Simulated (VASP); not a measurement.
InBi (relaxed from the zinc blende structure, space group F-43m) relaxed at rising pressure, in one space group throughout; other phases were not tried. The pressures are those reached. Level of theory: PBEsol GGA, VASP's PBE PAW potentials (set 64) (plane waves; VASP).

```json
[
 {"P (GPa)": "-0.01", "V (Å³/atom)": "37.921", "k-mesh": "9×9×9"},
 {"P (GPa)": "4.99", "V (Å³/atom)": "34.051", "k-mesh": "10×10×10"},
 {"P (GPa)": "9.94", "V (Å³/atom)": "31.671", "k-mesh": "10×10×10"},
 {"P (GPa)": "19.97", "V (Å³/atom)": "28.575", "k-mesh": "10×10×10"},
 {"P (GPa)": "30.09", "V (Å³/atom)": "26.550", "k-mesh": "11×11×11"}
]
```

A change of mesh leaves a small step in the series.

Fit an equation of state and predict the volume at 45.01 GPa.

Least squares on the third-order Birch-Murnaghan form, P = (3B0/2)(y⁷ − y⁵)[1 + (3/4)(B′ − 4)(y² − 1)] with y = (V0/V)^(1/3), gives V0 = 37.916 Å³/atom, B0 = 36 GPa and B′ = 4.7, and so 24.478 Å³/atom. The run gave 24.463 Å³/atom, -0.1 % from the fit.

Pressures at which the relaxation failed are left out.

The structure was generated: InBi was put into the zinc blende type (F-43m), which need not be its known phase.
